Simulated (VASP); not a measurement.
# CdSe with PBE: from relaxation to properties, part 2 of 4

Aim: relax CdSe, then compute properties on the relaxed cell. The start is a computed cell from the Materials Project.

VASP 6.6.1; PBE; plane waves and PAW (Cd, Se).

So far, gap on the k-mesh (eV): step 2 (relaxing cell and atoms (PBE)) 0.495; step 3 (second relaxation) 0.495.

## (4) Density, ELF and potential (PBE)

A single point on the relaxed cell gives a clean self-consistent state, with density, ELF and potential written out.

INCAR

```
SYSTEM = CdSe
PREC = Accurate
ENCUT = 400
EDIFF = 1E-06
NELM = 100
ISMEAR = 0
SIGMA = 0.05
LREAL = .FALSE.
ALGO = Normal
GGA = PE
NBANDS = 15
LORBIT = 11
LWAVE = .FALSE.
LCHARG = .TRUE.
ISIF = 2
LELF = .TRUE.
LVHAR = .TRUE.
```

POSCAR

```
CdSe
1.0
    0.0000000000      3.0949873672      3.0949873672
    3.0949873672      0.0000000000      3.0949873672
    3.0949873672      3.0949873672      0.0000000000
Cd Se
1 1
Direct
    0.0000000000      0.0000000000      0.0000000000
    0.7500000000      0.7500000000      0.7500000000
```

KPOINTS

```
Automatic mesh
0
Gamma
6 6 6
0 0 0
```

The projector-augmented-wave data sets are Cd and Se (PBE family, release 64).

Started as:

```sh
$ mpirun -np 2 vasp_std
```

Log:

```text
[banner, memory and clock lines left out]
running    2 mpi-ranks, on    1 nodes
 distrk:  each k-point on    2 cores,    1 groups
 distr:  one band on    1 cores,    2 groups

 POSCAR found type information on POSCAR CdSe
 POSCAR found :  2 types and       2 ions
 LDA part: xc-table for (Slater+PW92), standard interpolation
|                                                                             |
|           W    W    AA    RRRRR   N    N  II  N    N   GGGG   !!!           |
|           W    W   A  A   R    R  NN   N  II  NN   N  G    G  !!!           |
|           W    W  A    A  R    R  N N  N  II  N N  N  G       !!!           |
|           W WW W  AAAAAA  RRRRR   N  N N  II  N  N N  G  GGG   !            |
|           WW  WW  A    A  R   R   N   NN  II  N   NN  G    G                |
|           W    W  A    A  R    R  N    N  II  N    N   GGGG   !!!           |
|                                                                             |
|     The number of bands has been changed from the values supplied in        |
|     The orbitals not found in the WAVECAR file will be initialized with     |
|     random numbers, which is usually adequate. For correlated               |
|     calculations, however, you should redo the groundstate calculation.     |
|     I found NBANDS = 15. Now, NBANDS = 16.                                  |
|                                                                             |

 POSCAR, INCAR and KPOINTS ok, starting setup
 FFT: planning ... GRIDC
 FFT: planning ... GRID_SOFT
 FFT: planning ... GRID
 WAVECAR not read
 entering main loop
       N       E                     dE             d eps       ncg     rms          rms(c)
DAV:   1     0.922267843163E+02    0.92227E+02   -0.73773E+03   520   0.804E+02
DAV:   2    -0.262035330286E+01   -0.94847E+02   -0.90783E+02   608   0.227E+02
DAV:   3    -0.586765459917E+01   -0.32473E+01   -0.32435E+01   632   0.444E+01
DAV:   4    -0.587946887337E+01   -0.11814E-01   -0.11814E-01   672   0.262E+00
DAV:   5    -0.587954800164E+01   -0.79128E-04   -0.79128E-04   600   0.189E-01    0.561E+00
DAV:   6    -0.551235508532E+01    0.36719E+00   -0.55409E-01   744   0.849E+00    0.452E+00
DAV:   7    -0.549065859256E+01    0.21696E-01   -0.13640E-01   568   0.244E+00    0.198E+00
DAV:   8    -0.549149896412E+01   -0.84037E-03   -0.12434E-02   584   0.132E+00    0.242E-01
DAV:   9    -0.549171889301E+01   -0.21993E-03   -0.13330E-03   592   0.445E-01    0.483E-02
DAV:  10    -0.549179201998E+01   -0.73127E-04   -0.14760E-04   648   0.146E-01    0.446E-02
DAV:  11    -0.549184450072E+01   -0.52481E-04   -0.84532E-05   576   0.563E-02    0.171E-02
DAV:  12    -0.549184431992E+01    0.18080E-06   -0.13775E-06   560   0.128E-02
   1 F= -.54918443E+01 E0= -.54918443E+01  d E =-.313064E-11
```

Run time: 6.8 s. Hardware: 2 MPI ranks of Intel Xeon Platinum 8259CL at 2.50GHz (Skylake/Cascade Lake), shared host; peak memory 0.27 GiB.

Parts of OUTCAR (step 4):

```text
The static configuration has the point symmetry T_d .

 Found     16 irreducible k-points:

   k-points           NKPTS =     16   k-points in BZ     NKDIM =     16   number of bands    NBANDS=     16

   NELECT =      18.0000    total number of electrons

 E-fermi :   0.8279

 k-point     1 :       0.0000    0.0000    0.0000
  band No.  band energies     occupation
    ...
      5      -6.9112      2.00000
      6      -6.9112      2.00000
      7       0.5419      2.00000
      8       0.5419      2.00000
      9       0.5419      2.00000
     10       1.0373      0.00000
     11       6.4673      0.00000
     12       6.4673      0.00000
     13       6.4673      0.00000
     14      10.1108      0.00000
    ...

 k-point     2 :       0.1667    0.0000    0.0000
  band No.  band energies     occupation
    ...
      5      -6.9119      2.00000
      6      -6.9119      2.00000
      7      -1.0991      2.00000
      8       0.3528      2.00000
      9       0.3528      2.00000
     10       2.3419      0.00000
     11       6.2071      0.00000
     12       6.7697      0.00000
     13       6.7697      0.00000
     14      10.6006      0.00000
    ...

  Total        0.0110251      0.0110251      0.0110251     -0.0000000      0.0000000      0.0000000
  in kB        0.2979120      0.2979120      0.2979120     -0.0000000      0.0000000      0.0000000
  external PRESSURE =       0.2979120 kB  Pullay stress =       0.0000000 kB

  FREE ENERGIE OF THE ION-ELECTRON SYSTEM (eV)
  ---------------------------------------------------
  free  energy   TOTEN  =        -5.4918443199 eV

  energy  without entropy=       -5.4918443199  energy(sigma->0) =       -5.49184432

[... 9 parts as in an earlier step ...]

[... 5 further parts left out ...]
```

Numbers from this step:

| Item | Value |
| --- | --- |
| SCF cycles | 12 |
| bands | 16 |
| Fermi energy | 0.8279 eV |
| pressure | 0.02979 GPa |
| gap on the k-mesh | 0.4954 eV |
| least direct gap on the k-mesh | 0.4954 eV |

Valence electrons inside each PAW sphere by angular momentum. Sphere charges, by row:

| atom | s (e) | p (e) | d (e) | tot (e) |
| --- | --- | --- | --- | --- |
| Cd1 | 0.437 | 0.287 | 9.551 | 10.27 |
| Se2 | 1.445 | 2.371 | 0.019 | 3.835 |

Electrostatic potential energy in the ac plane of a cell with a along [110], b along [-110] and c along [001] of the cube at fractional y = 0.000, with atoms of Cd and Se within 0.2 Å of it. With pseudopotentials it is smooth inside the atoms' cores, unlike the true potential.

Ten even steps from '_' (-43 eV) to '@' (5 eV), each cell a mean:
```
******%%@@@@@@@@@@%%**********##@@@@@@@@@@@@##****
****##%%@@@@@@@@@@%%##******##%%@@@@@@@@@@@@%%****
####%%@@@@@@@@@@@@@@%%######%%@@@@@@@@@@@@@@@@%%##
@@@@@@@@@@@@@@@@@@@@@@@@@@@@@@@@@@@@@@@@@@@@@@@@@@
@@@@@@@@@@@@@@@@@@@@@@@@@@@@@@@@@@@@@@@@@@@@@@@@@@
@@@@@@@@@@@@@@@@@@@@@@@@@@@@@@@@@@@@@@@@@@@@@@@@@@
@@@@@@@@@@@@@@@@@@@@@@@@@@@@@@@@@@@@@@@@@@@@@@@@@@
@@@@@@@@@@@@@@@@@@@@@@@@@@@@@@@@@@@@@@@@@@@@@@@@@@
@@@@@@@@@@@@@@@@@@@@@@@@@@@@@@@@@@@@@@@@@@@@@@@@@@
@@@@@@@@@@%%%%%%@@@@@@@@@@@@@@@@@@%%%%%%%%@@@@@@@@
@@@@@@@@##--::--##@@@@@@@@@@@@@@%%++::::++%%@@@@@@
@@@@@@%%--______--%%@@@@@@@@@@@@**________**@@@@@@
@@@@@@##....++....##@@@@@@@@@@%%==__----__++%%@@@@
%%%%%%%%--______--%%@@%%%%%%%%%%**________**%%%%%%
**##%%%%##--::--##%%%%##****##%%%%++::::++%%%%##**
****##%%%%%%%%%%%%%%##********##%%%%%%%%%%%%##****
******%%@@@@@@@@@@%%**********##%%@@@@@@@@%%##****
```
Columns run along a (8.8 Å; values clipped at the 3rd and 97th percentile), rows up along c (6.2 Å), edges of the conventional cell, whose origin can differ from the input's. Atoms in or near the plane, at fractional coordinates: Cd at (0.50, 0.00), Cd at (0.00, 0.00), Se at (0.75, 0.25), Se at (0.25, 0.25).

ELF in the ac plane of a cell with a along [110], b along [-110] and c along [001] of the cube at fractional y = 0.000, with atoms of Cd and Se within 0.2 Å of it. It is the smooth field of the valence electrons, not physical close to the nuclei.

Ten even steps from '_' (0.01) to '@' (0.86), each cell a mean:
```
__..::::..::::::..::::______::::....::::....::::__
..::::::..______..::::::..::--::..________..::--::
::::::..__________..::::::::::....________....::::
......______________............____________......
__________________________________________________
__________________________________________________
__________________________________________________
________..::::::..________________..::::..________
______::==++**++==::__________..--++****++--..____
____::++##%%@@%%##++::______..--**%%@@@@%%**--..__
__..==##@@@@@@@@@@##==..____::**%%@@@@@@@@%%**::__
__::**%%@@%%##%%@@%%**::__..==##@@@@%%%%@@@@##--..
..::**@@@@##++##@@@@**::....==%%@@%%****@@@@%%==..
::::==%%@@%%##%%@@%%==::::..::**@@@@%%%%@@@@**::..
::::::**@@@@@@@@@@**::::::::::--%%@@@@@@@@%%--::::
__..::--**%%@@%%**--::..__..::::==%%@@@@%%==::::..
____::::--++**++--::::______..::::==****==::::..__
```
Columns run along a (8.8 Å), rows up along c (6.2 Å), edges of the conventional cell, whose origin can differ from the input's. Atoms in or near the plane, at fractional coordinates: Cd at (0.50, 0.00), Cd at (0.00, 0.00), Se at (0.75, 0.25), Se at (0.25, 0.25).

Valence density in the ac plane of a cell with a along [110], b along [-110] and c along [001] of the cube at fractional y = 0.000, with atoms of Cd and Se within 0.2 Å of it. It is the smooth field of the valence electrons, not physical close to the nuclei.

Values in e/Å³, 9 rows by 16 columns, each cell a mean:
```
4.7 1.2 0.1 0.0 0.0 0.1 0.6 3.6 4.7 1.2 0.1 0.0 0.0 0.1 0.6 3.6
0.4 0.2 0.0 0.0 0.0 0.0 0.1 0.3 0.4 0.2 0.0 0.0 0.0 0.0 0.1 0.3
0.0 0.0 0.0 0.0 0.0 0.0 0.0 0.0 0.0 0.0 0.0 0.0 0.0 0.0 0.0 0.0
0.0 0.0 0.0 0.0 0.0 0.0 0.0 0.0 0.0 0.0 0.0 0.0 0.0 0.0 0.0 0.0
0.0 0.0 0.1 0.1 0.2 0.1 0.0 0.0 0.0 0.0 0.1 0.1 0.2 0.1 0.0 0.0
0.0 0.1 0.3 0.6 0.7 0.4 0.1 0.0 0.0 0.1 0.3 0.6 0.7 0.4 0.1 0.0
0.1 0.2 0.6 0.5 0.3 0.7 0.3 0.1 0.1 0.2 0.6 0.5 0.3 0.7 0.3 0.1
0.8 0.4 0.5 0.7 0.7 0.6 0.4 0.7 0.8 0.4 0.5 0.7 0.7 0.6 0.4 0.7
6.2 1.6 0.3 0.3 0.3 0.2 0.8 4.8 6.2 1.6 0.3 0.3 0.3 0.2 0.8 4.8
```
Columns run along a (8.8 Å), rows up along c (6.2 Å), edges of the conventional cell, whose origin can differ from the input's. Atoms in or near the plane, at fractional coordinates: Cd at (0.50, 0.00), Cd at (0.00, 0.00), Se at (0.75, 0.25), Se at (0.25, 0.25).

In this run the pressure is 0.03 GPa, small enough to go on.

## (5) Band structure (PBE)

The mesh alone shows little of the dispersion and can miss band extrema, so KPOINTS_OPT adds a path through the symmetry points after the self-consistent cycle.

INCAR

```
SYSTEM = CdSe
PREC = Accurate
ENCUT = 400
EDIFF = 1E-06
NELM = 100
ISMEAR = 0
SIGMA = 0.05
LREAL = .FALSE.
ALGO = Normal
GGA = PE
NBANDS = 21
LORBIT = 11
LWAVE = .FALSE.
LCHARG = .FALSE.
KPAR = 2
```

POSCAR is that of step 4.

KPOINTS is that of step 4.

KPOINTS_OPT

```
Line mode
16
Line-mode
Reciprocal
  0.00000000   0.00000000   0.00000000 GAMMA
  0.50000000   0.00000000   0.50000000 X

  0.50000000   0.00000000   0.50000000 X
  0.50000000   0.25000000   0.75000000 W

  0.50000000   0.25000000   0.75000000 W
  0.37500000   0.37500000   0.75000000 K

  0.37500000   0.37500000   0.75000000 K
  0.00000000   0.00000000   0.00000000 GAMMA

  0.00000000   0.00000000   0.00000000 GAMMA
  0.50000000   0.50000000   0.50000000 L

  0.50000000   0.50000000   0.50000000 L
  0.62500000   0.25000000   0.62500000 U

  0.62500000   0.25000000   0.62500000 U
  0.50000000   0.25000000   0.75000000 W

  0.50000000   0.25000000   0.75000000 W
  0.50000000   0.50000000   0.50000000 L

  0.50000000   0.50000000   0.50000000 L
  0.37500000   0.37500000   0.75000000 K

  0.62500000   0.25000000   0.62500000 U
  0.50000000   0.00000000   0.50000000 X
```

Started as:

```sh
$ mpirun -np 2 vasp_std
```

Log:

```text
[... set-up lines as in an earlier step ...]
 entering main loop
       N       E                     dE             d eps       ncg     rms          rms(c)
DAV:   1     0.905950148722E+02    0.90595E+02   -0.72141E+03   712   0.611E+02
DAV:   2    -0.210172440520E+01   -0.92697E+02   -0.87482E+02   767   0.183E+02
DAV:   3    -0.586396185889E+01   -0.37622E+01   -0.37421E+01   805   0.372E+01
DAV:   4    -0.587946662233E+01   -0.15505E-01   -0.15503E-01   732   0.239E+00
DAV:   5    -0.587954809974E+01   -0.81477E-04   -0.81477E-04   805   0.158E-01    0.561E+00
DAV:   6    -0.551219841697E+01    0.36735E+00   -0.36682E-01   811   0.647E+00    0.455E+00
DAV:   7    -0.549063983697E+01    0.21559E-01   -0.12252E-01   785   0.188E+00    0.195E+00
DAV:   8    -0.549147273483E+01   -0.83290E-03   -0.11667E-02   732   0.980E-01    0.265E-01
DAV:   9    -0.549174264552E+01   -0.26991E-03   -0.11677E-03   752   0.338E-01    0.620E-02
DAV:  10    -0.549178929672E+01   -0.46651E-04   -0.12805E-04   795   0.118E-01    0.472E-02
DAV:  11    -0.549184428473E+01   -0.54988E-04   -0.79044E-05   702   0.438E-02    0.198E-02
DAV:  12    -0.549184427263E+01    0.12098E-07   -0.96796E-07   743   0.657E-03
   1 F= -.54918443E+01 E0= -.54918443E+01  d E =-.534684E-11
 Start KPOINTS_OPT (optional k-point list driver)
k-point batch [1-16\160]
       N       E                     dE             ncg
DAV:   1     0.735015460025E+02   -0.38758E+04      696
DAV:   2    -0.150416311869E+04   -0.15777E+04      782
DAV:   3    -0.156877841525E+04   -0.64615E+02      797
DAV:   4    -0.156904803511E+04   -0.26962E+00      778
DAV:   5    -0.156904943289E+04   -0.13978E-02      805
DAV:   6    -0.156904944748E+04   -0.14590E-04      781
DAV:   7    -0.156904944764E+04   -0.15750E-06      648
[...]
k-point batch [145-160\160]
       N       E                     dE             ncg
DAV:   1    -0.802981331300E+02   -0.85926E+04      704
DAV:   2    -0.159343993198E+04   -0.15131E+04      763
DAV:   3    -0.165042700392E+04   -0.56987E+02      815
DAV:   4    -0.165066210249E+04   -0.23510E+00      772
DAV:   5    -0.165066350798E+04   -0.14055E-02      787
DAV:   6    -0.165066352368E+04   -0.15708E-04      772
DAV:   7    -0.165066352387E+04   -0.18825E-06      657
```

Wall time 38 s (2 MPI ranks); peak memory 0.33 GiB; 70 s of CPU time.

Parts of OUTCAR (step 5):

```text
   k-points           NKPTS =     16   k-points in BZ     NKDIM =     16   number of bands    NBANDS=     21

   NELECT =      18.0000    total number of electrons

 E-fermi :   0.7546

 k-point     1 :       0.0000    0.0000    0.0000
  band No.  band energies     occupation
    ...
      5      -6.9111      2.00000
      6      -6.9111      2.00000
      7       0.5418      2.00000
      8       0.5418      2.00000
      9       0.5418      2.00000
     10       1.0374      0.00000
     11       6.4673      0.00000
     12       6.4673      0.00000
     13       6.4673      0.00000
     14      10.1109      0.00000
    ...

  Total        0.0133145      0.0133145      0.0133145      0.0000000      0.0000000     -0.0000000
  in kB        0.3597744      0.3597744      0.3597744      0.0000000      0.0000000     -0.0000000
  external PRESSURE =       0.3597744 kB  Pullay stress =       0.0000000 kB

  FREE ENERGIE OF THE ION-ELECTRON SYSTEM (eV)
  ---------------------------------------------------
  free  energy   TOTEN  =        -5.4918442726 eV

  energy  without entropy=       -5.4918442726  energy(sigma->0) =       -5.49184427

[... 10 parts as in an earlier step ...]

[... 7 further parts left out ...]
```

Spin-orbit coupling is off here; it would split degenerate levels, and it lifts a valence top of Se p states by about 0.1 eV.

This step gave:

```
bands                             : 21
Fermi energy                      : 0.7546 eV
pressure                          : 0.03598 GPa
least gap on mesh and path        : 0.4951 eV
least direct gap on mesh and path : 0.4955 eV
```

Electronic bands along the path, in eV, zero at the valence-band top; v1 is the highest filled band, c1 the lowest empty one:

| point | v4 | v3 | v2 | v1 | c1 | c2 | c3 | c4 |
| --- | --- | --- | --- | --- | --- | --- | --- | --- |
| Γ | -7.45 | 0.00 | 0.00 | 0.00 | 0.50 | 5.92 | 5.92 | 5.92 |
| 0.53 of the way | -7.43 | -2.62 | -1.02 | -1.02 | 3.28 | 4.13 | 7.71 | 7.71 |
| X | -7.14 | -3.85 | -1.68 | -1.68 | 3.23 | 3.69 | 8.87 | 9.90 |
| 0.47 of the way | -7.09 | -3.81 | -1.85 | -1.83 | 3.84 | 4.13 | 8.35 | 8.36 |
| W | -7.03 | -3.75 | -2.05 | -2.00 | 4.80 | 5.22 | 6.37 | 7.60 |
| 0.47 of the way | -7.05 | -3.76 | -2.22 | -1.66 | 4.27 | 5.06 | 7.04 | 7.93 |
| K | -7.07 | -3.78 | -2.30 | -1.38 | 3.70 | 5.04 | 8.13 | 8.46 |
| 0.47 of the way | -7.40 | -2.95 | -1.40 | -0.44 | 3.15 | 5.70 | 6.26 | 6.69 |
| Γ | -7.45 | 0.00 | 0.00 | 0.00 | 0.50 | 5.92 | 5.92 | 5.92 |
| 0.47 of the way | -7.45 | -2.36 | -0.33 | -0.33 | 2.14 | 5.80 | 6.39 | 6.39 |
| L | -7.20 | -4.09 | -0.68 | -0.68 | 2.32 | 6.42 | 6.42 | 7.26 |
| 0.47 of the way | -7.14 | -3.94 | -1.59 | -0.92 | 3.32 | 5.64 | 7.06 | 7.28 |
| U | -7.07 | -3.78 | -2.30 | -1.38 | 3.70 | 5.04 | 8.13 | 8.46 |
| 0.47 of the way | -7.05 | -3.76 | -2.24 | -1.61 | 4.15 | 5.06 | 7.19 | 8.00 |
| W | -7.03 | -3.75 | -2.05 | -2.00 | 4.80 | 5.22 | 6.37 | 7.60 |
| 0.47 of the way | -7.11 | -3.85 | -1.90 | -1.16 | 3.83 | 5.44 | 6.66 | 8.01 |
| L | -7.20 | -4.09 | -0.68 | -0.68 | 2.32 | 6.42 | 6.42 | 7.26 |
| 0.47 of the way | -7.14 | -3.94 | -1.59 | -0.92 | 3.32 | 5.64 | 7.06 | 7.28 |
| K | -7.07 | -3.78 | -2.30 | -1.38 | 3.70 | 5.04 | 8.13 | 8.46 |
| jump to U | -7.07 | -3.78 | -2.30 | -1.38 | 3.70 | 5.04 | 8.13 | 8.46 |
| 0.53 of the way | -7.11 | -3.83 | -1.91 | -1.61 | 3.44 | 4.00 | 8.61 | 9.42 |
| X | -7.14 | -3.85 | -1.68 | -1.68 | 3.23 | 3.69 | 8.87 | 9.90 |

Of the projections kept (Cd, Se), the largest for each band there; the rest of the weight can lie on other orbitals:

| point | v4 | v3 | v2 | v1 | c1 | c2 | c3 | c4 |
| --- | --- | --- | --- | --- | --- | --- | --- | --- |
| Γ | Cd 1.00 | Se 0.83 | Se 0.83 | Se 0.83 | Cd 0.61 | Cd 0.75 | Cd 0.75 | Cd 0.75 |
| X | Cd 0.94 | Cd 0.51 | Se 0.81 | Se 0.81 | Cd 0.67 | Cd 0.63 | Se 0.83 | Cd 0.50 |
| W | Cd 0.94 | Se 0.52 | Se 0.76 | Se 0.81 | Se 0.53 | Se 0.67 | Cd 0.68 | Se 0.57 |
| K | Cd 0.94 | Se 0.52 | Se 0.77 | Se 0.81 | Cd 0.63 | Se 0.59 | Se 0.77 | Se 0.51 |
| Γ | Cd 1.00 | Se 0.83 | Se 0.83 | Se 0.83 | Cd 0.61 | Cd 0.75 | Cd 0.75 | Cd 0.75 |
| L | Cd 0.96 | Se 0.59 | Se 0.82 | Se 0.82 | Cd 0.66 | Cd 0.66 | Cd 0.66 | Se 0.80 |

The path finds the gap of the mesh within 0.02 eV, so the mesh comes close to both band edges.

[end of part 2 of 4]

[Lines on the potential files, build, host, timing and source positions are cut from VASP's logs without a mark.]

[Logs are printed without paths, hosts, clocks, repeated set-up lines and the standing remarks that a program may print on its own settings, such as how far it seeks lower states.]

[Hosts, paths, dates, database ids (printed as entryN), source tags and the programs' standing remarks are cut or masked in the printed files.]

[A measured line is paired with the nearest computed mode of its activity, which favours agreement.]
